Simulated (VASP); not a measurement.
All values below come from r2SCAN meta-GGA, VASP's PBE PAW potentials (set 64) (plane waves; VASP 6.6.1).

A VASP calculation is set up with these files.

INCAR:
```
SYSTEM = MgO(110) slab
PREC = Normal
ENCUT = 450
EDIFF = 1E-6
NELM = 100
ALGO = Normal
LREAL = .FALSE.
LASPH = .TRUE.
ISMEAR = 0
SIGMA = 0.05
METAGGA = R2SCAN
LMIXTAU = .TRUE.
LWAVE = .FALSE.
LCHARG = .FALSE.
NELMIN = 4
LDIPOL = .TRUE.
IDIPOL = 3
DIPOL = 0.5 0.5 0.5
LVHAR = .TRUE.
LORBIT = 11
```

### POSCAR
```
MgO(110) slab
1
    2.9660702480     0.0000000000     0.0000000000
    0.0000000000     4.1946561359     0.0000000000
    0.0000000000     0.0000000000    26.8096096498
Mg O
8 8
Direct
  0.0000000000   0.0000000000   0.3105948460
  0.5000000000   0.5000000000   0.3583130348
  0.0000000000   0.0000000000   0.4175919404
  0.5000000000   0.5000000000   0.4716612764
  0.0000000000   0.0000000000   0.5283387236
  0.5000000000   0.5000000000   0.5824080596
  0.0000000000   0.0000000000   0.6416869652
  0.5000000000   0.5000000000   0.6894051540
  0.5000000000   0.0000000000   0.3604084675
  0.0000000000   0.5000000000   0.3073335640
  0.5000000000   0.0000000000   0.4720836682
  0.0000000000   0.5000000000   0.4168062983
  0.5000000000   0.0000000000   0.5831937017
  0.0000000000   0.5000000000   0.5279163318
  0.5000000000   0.0000000000   0.6926664360
  0.0000000000   0.5000000000   0.6395915325
```

KPOINTS:
```
Automatic mesh
0
Gamma
7 5 1
0 0 0
```

POTCAR, in this order: Mg O (PBE.64 set). Program: vasp_std. Read from the step before: WAVECAR.

Q: What does the run give for the energy per atom (σ→0), band gap (on the k-mesh)?

A: 
| Quantity | Value |
|---|---|
| energy per atom (σ→0) | -7.839 eV/atom |
| band gap (on the k-mesh) | 2.71 eV |

File OSZICAR:
```
       N       E                     dE             d eps       ncg     rms          rms(c)
DAV:   1    -0.125431711277E+03   -0.12543E+03   -0.60717E-06   905   0.222E-02    0.262E-03
DAV:   2    -0.125431700526E+03    0.10752E-04   -0.10580E-06   642   0.954E-03    0.142E-03
DAV:   3    -0.125431694319E+03    0.62070E-05   -0.22987E-06   745   0.128E-02    0.108E-03
DAV:   4    -0.125431693496E+03    0.82280E-06   -0.95857E-07   655   0.936E-03
   1 F= -.12543169E+03 E0= -.12543169E+03  d E =-.773978E-18
```

The cell is a thin slab with vacuum, built from MgO (rock salt): (110) face.
